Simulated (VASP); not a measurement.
# SiB2: relaxation of cell and atoms with PBE

SiB2:

```
CELL_PARAMETERS angstrom
-1.73082 1.73082 2.62531
1.73082 -1.73082 2.62531
1.73082 1.73082 -2.62531
ATOMIC_POSITIONS crystal
Si 0.65626 0.65626 0.00000
B 0.57616 0.07616 0.50000
B 0.07616 0.57616 0.50000
```

The cell was built by a generator and needn't be a form met in nature.

```yaml
Program: VASP 6.6.1
Task: relaxation of cell and atoms
Functional: PBE
Potentials_or_basis: VASP PAW PBE potentials, release 64 (Si, B)
Cutoff: 520 eV
k_mesh: 8 × 8 × 8
Occupations: gaussian, width 0.15 eV
Spin: no spin polarisation
Further_INCAR_settings: PREC = Normal; ALGO = Fast; EDIFF = 0.0001; IBRION = 2; EDIFFG = -0.08; NSW = 24; ISIF = 3
```

The relaxed volume is 9.40 Å³/atom. The relaxed cell is a = 3.344 Å, b = 3.344 Å, c = 3.344 Å, α = 105.03°, β = 105.03°, γ = 118.78°. The space group after relaxing (to 0.05 Å) is I4/mmm (No. 139) and the energy gained by relaxing is 1404.5 meV/atom. The ionic steps are 22, the pressure after relaxing is 0.0 GPa and the largest force after relaxing is 0.042 eV/Å. The band gap on the k mesh is none (metal or under the smearing width).

Forces on the atoms (eV/Å):
```
Si   0.000  0.000  0.042
B    0.000  0.000 -0.021
B    0.000  0.000 -0.021
```

Stress tensor (GPa, compression positive):
```
-0.15  0.00  0.00
 0.00 -0.15  0.00
 0.00  0.00  0.39
```

The path:
```
step  energy change (eV)  largest force (eV/Å)  pressure (GPa)  volume (Å³)
   1              0.0000                4.5667           39.60        31.46
   2             -1.2010                0.0912          -22.08        44.22
   3             -1.6039                1.1487          -10.36        38.80
   4             -2.1346                1.4055          -11.27        35.69
   5             -3.7801                1.1025           11.94        26.54
   6            157.6952                0.0030         3008.19         8.98
   7             -3.2184                2.2947           22.71        26.30
   8             -3.8106                1.4772            0.36        28.68
   9             -3.9348                1.0381           -7.79        30.18
  10             -3.9472                0.8961           -9.84        30.68
  11             -4.0782                0.7310           -3.78        29.53
  12             -4.0926                0.6658           -1.10        29.11
  13             -4.0931                0.6448           -0.31        28.99
  14             -4.1250                0.5995            0.44        28.75
  15             -4.1887                0.3498            2.70        28.03
  16             -4.0887                0.8105           11.35        26.58
  17             -4.1999                0.1998            3.62        27.77
  18             -4.2020                0.0063            4.97        27.49
  19             -4.1928                0.2238           -3.68        28.68
  20             -4.2117                0.1024            1.06        27.99
  21             -4.2117                0.1012            1.18        27.98
  22             -4.2136                0.0418            0.03        28.20
```

Final structure:
```xyz
3
Lattice="-2.0348 2.0348 1.7026 2.0348 -2.0348 1.7026 2.0348 2.0348 -1.7026" Properties=species:S:1:pos:R:3 pbc="T T T"
Si    0.0000    0.0000    1.4792
B     0.0000    2.0348    0.6371
B     2.0348    0.0000    0.6371
```

Levels at points of the mesh, in eV from the Fermi level:
```csv
k point,band 1,band 2,band 3,band 4,band 5,band 6,band 7,band 8,band 9
"(0.00, 0.00, 0.00)",-15.14,-3.92,-2.18,-2.18,2.51,2.71,2.71,4.54,4.82
"(0.50, 0.00, 0.00)",-11.08,-10.16,-3.67,-3.58,-2.27,-1.33,5.33,5.91,8.98
"(0.50, 0.50, 0.00)",-11.68,-10.75,-5.07,-0.40,-0.05,1.48,4.53,5.77,8.68
"(0.50, 0.50, 0.50)",-8.62,-7.51,-7.51,-7.27,-3.72,-2.86,7.06,7.06,10.92
```

Run time: 63 s on 1 thread of Intel(R) Xeon(R) Platinum 8488C (Sapphire Rapids), with other jobs on the host, peak memory 0.14 GiB.

Caveat: the relaxation stopped at a loose force limit of 0.08 eV/Å, so its end isn't a converged minimum.
